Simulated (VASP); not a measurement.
These are PBE GGA with D3 dispersion (Becke-Johnson damping), VASP's PBE PAW potentials (set 64) (plane waves; VASP 6.6.1) values and carry that method's errors.

VASP ran on this input.

**KPOINTS**
```
Automatic
0
Gamma
 11 11 7
0 0 0
```

INCAR:
```
! general
SYSTEM  = PtSe2
PREC    = Accurate
ENCUT   = 520
LREAL   = F   ! projection in real space or not
LASPH   = T

! electronic loop
EDIFF   = 1E-7   ! SCF stop (eV)
NELM    = 100   ! most electronic steps
ALGO    = Normal   ! blocked Davidson
LMAXMIX = 6   ! l cut-off of mixed one-centre charges

! smearing
ISMEAR  = -5

! functional
GGA     = PE
IVDW    = 12   ! D3, Becke-Johnson

! ions
ISIF    = 2

! output
LWAVE   = F
LCHARG  = T
LORBIT  = 11
NEDOS   = 601   ! DOS grid

! other
LEFG    = T
```

File POSCAR:
```
PtSe2
1
    1.8863336654    -3.2672260006     0.0000000000
    1.8863336654     3.2672260006     0.0000000000
    0.0000000000    -0.0000000000     4.8008651894
Pt Se
1 2
Direct
  0.0000000000   0.0000000000   0.0000000000
  0.3333330000   0.6666670000   0.2664774032
  0.6666670000   0.3333330000   0.7335225968
```

POTCAR, in this order: Pt Se (PBE.64 set). Program: vasp_std.

The run wrote:

### OUTCAR
```
 ion  position               nearest neighbor table
   1  0.000  0.000  0.000-   2 2.53   3 2.53   3 2.53   2 2.53   3 2.53   2 2.53
   2  0.333  0.667  0.266-   1 2.53   1 2.53   1 2.53
   3  0.667  0.333  0.734-   1 2.53   1 2.53   1 2.53
  LATTYP: Found a hexagonal cell.
 ALAT       =     3.7726675491
 C/A-ratio  =     1.2725386287
 Subroutine PRICEL returns:
 Original cell was already a primitive cell.
 Subroutine GETGRP returns: Found 12 space group operations
The static configuration has the point symmetry D_3d.
The dynamic configuration has the point symmetry D_3d.
 Subroutine INISYM returns: Found 12 space group operations
 Subroutine IBZKPT returns following result:
 Found     94 irreducible k-points:

 Following reciprocal coordinates:
            Coordinates               Weight
  0.000000  0.000000  0.000000      1.000000
  0.090909 -0.000000  0.000000      6.000000
  0.181818 -0.000000  0.000000      6.000000
  0.272727 -0.000000  0.000000      6.000000
  0.363636 -0.000000  0.000000      6.000000
  0.454545  0.000000  0.000000      6.000000
  0.090909  0.090909  0.000000      6.000000
  0.181818  0.090909  0.000000     12.000000
  0.272727  0.090909  0.000000     12.000000
  0.363636  0.090909  0.000000     12.000000
  0.454545  0.090909  0.000000      6.000000
  0.181818  0.181818  0.000000      6.000000
  0.272727  0.181818  0.000000     12.000000
  0.363636  0.181818  0.000000     12.000000
  0.272727  0.272727  0.000000      6.000000
  0.363636  0.272727  0.000000      6.000000
  0.000000  0.000000  0.142857      2.000000
  0.090909 -0.000000  0.142857      6.000000
 -0.000000  0.090909  0.142857      6.000000
  0.181818 -0.000000  0.142857      6.000000
 -0.000000  0.181818  0.142857      6.000000
  0.272727 -0.000000  0.142857      6.000000
 -0.000000  0.272727  0.142857      6.000000
  0.363636 -0.000000  0.142857      6.000000
 -0.000000  0.363636  0.142857      6.000000
  0.454545  0.000000  0.142857      6.000000
  0.000000  0.454545  0.142857      6.000000
  0.090909  0.090909  0.142857     12.000000
  0.181818  0.090909  0.142857     12.000000
 -0.090909  0.272727  0.142857     12.000000
  0.272727  0.090909  0.142857     12.000000
 -0.090909  0.363636  0.142857     12.000000
  0.363636  0.090909  0.142857     12.000000
 -0.090909  0.454545  0.142857     12.000000
  0.454545  0.090909  0.142857     12.000000
  0.181818  0.181818  0.142857     12.000000
  0.272727  0.181818  0.142857     12.000000
 -0.181818  0.454545  0.142857     12.000000
  0.363636  0.181818  0.142857     12.000000
 -0.181818 -0.454545  0.142857     12.000000
   k-points           NKPTS =     94   k-points in BZ     NKDIM =     94   number of bands    NBANDS=     15
   number of dos      NEDOS =    601   number of ions     NIONS =      3
   total plane-waves  NPLWV =  28224
   dimension x,y,z NGX =    28 NGY =   28 NGZ =   36
   dimension x,y,z NGXF=    56 NGYF=   56 NGZF=   72
   ions per type =               1   2
   PREC   = accura    normal or accurate (medium, high low for compatibility)
   ISTART =      0    job   : 0-new  1-cont  2-samecut
   ICHARG =      2    charge: 1-file 2-atom 10-const
   ISPIN  =      1    spin polarized calculation?
   LNONCOLLINEAR =      F non collinear calculations
   LSORBIT =      F    spin-orbit coupling
   INIWAV =      1    electr: 0-lowe 1-rand  2-diag
   ENCUT  =  520.0 eV  38.22 Ry    6.18 a.u.   7.01  7.01  8.93*2*pi/ulx,y,z
   NELM   =    100;   NELMIN=  2; NELMDL= -5     # of ELM steps
   EDIFF  = 0.1E-06   stopping-criterion for ELM
   LREAL  =      F    real-space projection
...
```

**OSZICAR**
```
       N       E                     dE             d eps       ncg     rms          rms(c)
DAV:   1     0.116778335504E+03    0.11678E+03   -0.10320E+04  2836   0.130E+03
DAV:   2    -0.999646052889E+01   -0.12677E+03   -0.12454E+03  3612   0.241E+02
DAV:   3    -0.148799243237E+02   -0.48835E+01   -0.48640E+01  3415   0.499E+01
DAV:   4    -0.149163171196E+02   -0.36393E-01   -0.36399E-01  3478   0.475E+00
DAV:   5    -0.149167130947E+02   -0.39598E-03   -0.39605E-03  3415   0.459E-01    0.124E+01
DAV:   6    -0.144126837926E+02    0.50403E+00   -0.50298E+00  2862   0.218E+01    0.771E+00
DAV:   7    -0.142080146904E+02    0.20467E+00   -0.93415E-01  2862   0.103E+01    0.377E+00
DAV:   8    -0.141925665798E+02    0.15448E-01   -0.65718E-02  2995   0.190E+00    0.855E-01
DAV:   9    -0.141903664891E+02    0.22001E-02   -0.10162E-02  3219   0.106E+00    0.185E-01
DAV:  10    -0.141905148073E+02   -0.14832E-03   -0.13337E-03  3135   0.274E-01    0.433E-02
DAV:  11    -0.141905675295E+02   -0.52722E-04   -0.49976E-05  3520   0.694E-02    0.235E-02
DAV:  12    -0.141905481993E+02    0.19330E-04   -0.10143E-05  3037   0.258E-02    0.315E-03
DAV:  13    -0.141905459814E+02    0.22179E-05   -0.79863E-07  3681   0.640E-03    0.136E-03
DAV:  14    -0.141905448994E+02    0.10820E-05   -0.84975E-08  2292   0.242E-03    0.544E-04
DAV:  15    -0.141905449097E+02   -0.10275E-07   -0.13565E-08  1536   0.873E-04
   1 F= -.15666745E+02 E0= -.15666745E+02  d E =0.000000E+00
```

OUTCAR:
```
------------------------ aborting loop because EDIFF is reached ----------------------------------------
 Edisp (eV)   -1.47620
  FORCE on cell =-STRESS in cart. coord.  units (eV):
  Direction    XX          YY          ZZ          XY          YZ          ZX
  --------------------------------------------------------------------------------------
  Total       0.00902     0.00902     0.06174     0.00000     0.00000     0.00000
  in kB       0.24424     0.24424     1.67166     0.00000     0.00000     0.00000
  external pressure =        0.72 kB  Pullay stress =        0.00 kB
  volume of cell :       59.18
      direct lattice vectors                 reciprocal lattice vectors
     1.886333665 -3.267226001  0.000000000     0.265064452 -0.153035021  0.000000000
     1.886333665  3.267226001  0.000000000     0.265064452  0.153035021  0.000000000
     0.000000000  0.000000000  4.800865189     0.000000000  0.000000000  0.208295788
 POSITION                                       TOTAL-FORCE (eV/Angst)
 -----------------------------------------------------------------------------------
      0.00000      0.00000      0.00000         0.000000     -0.000000      0.000000
      1.88633      1.08908      1.27932         0.000000     -0.000000     -0.013919
      1.88633     -1.08908      3.52154        -0.000000      0.000000      0.013919
 -----------------------------------------------------------------------------------
    total drift:                                0.000000      0.000000      0.000000
  FREE ENERGIE OF THE ION-ELECTRON SYSTEM (eV)
  ---------------------------------------------------
  free  energy   TOTEN  =       -15.6667447186 eV

  energy  without entropy=      -15.6667447186  energy(sigma->0) =      -15.66674472

 total charge

# of ion       s       p       d       tot
------------------------------------------
    1        0.674   0.672   8.025   9.371
    2        1.489   2.217   0.071   3.776
    3        1.489   2.217   0.071   3.776
--------------------------------------------------
tot          3.651   5.107   8.167  16.924

 Electric field gradients after diagonalization (V/A^2)
 (convention: |V_zz| > |V_xx| > |V_yy|)
----------------------------------------------------------------------
 ion       V_xx      V_yy      V_zz     asymmetry (V_yy - V_xx)/ V_zz
----------------------------------------------------------------------
   1     -63.560   -63.560   127.120       0.000
   2      17.985    17.984   -35.969       0.000
   3      17.985    17.984   -35.969       0.000
```
(Selected blocks of OUTCAR.)

For a metal the tetrahedron method with Blöchl corrections gives inexact stress and forces.

The compound is PtSe2 in the 1T layered structure. It was relaxed first.
